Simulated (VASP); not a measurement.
Given:

```
CsCl
1.0
    3.97631     0.00000     0.00000
    0.00000     3.97631     0.00000
    0.00000     0.00000     3.97631
Cs Cl
1 1
Cartesian
  0.00000   0.00000   0.00000
  1.98815   1.98815   1.98815
```

The numbers are results of LDA (Ceperley-Alder, Perdew-Zunger), VASP's LDA PAW potentials (set 64) (plane waves; VASP), not measurements. Settings: 520 eV cut-off, Gaussian smearing of 0.050 eV, potentials Cs_sv Cl.

Unless said otherwise, spin-orbit coupling is left out, though it shifts the bands of the heavy elements here.

Q: Give the energies of bands 3 to 11 at the high-symmetry points, in eV from the valence-band maximum.

A: 
```
band      Γ      X      M      R
----  -----  -----  -----  -----
3     -5.65  -6.29  -6.73  -6.36
4     -5.65  -5.42  -6.73  -6.36
5     -5.65  -5.42  -5.29  -6.36
6      0.00  -1.50  -0.46  -1.48
7      0.00  -0.38  -0.46  -1.48
8      0.00  -0.38  -0.14  -1.48
9      4.97   6.18   5.73   8.81
10     4.97   7.89   5.83   8.81
11     5.39   8.92   7.89   8.81
```

The gap is direct, 4.98 eV, from the valence maximum at Γ to the conduction minimum at Γ.

Measured: gap 8.35 eV at 80 K (computed value off by -3.37 eV), as given by Wikipedia, Caesium chloride.

The compound is CsCl in the CsCl type structure. It was relaxed first, which changed the volume by -10 %.
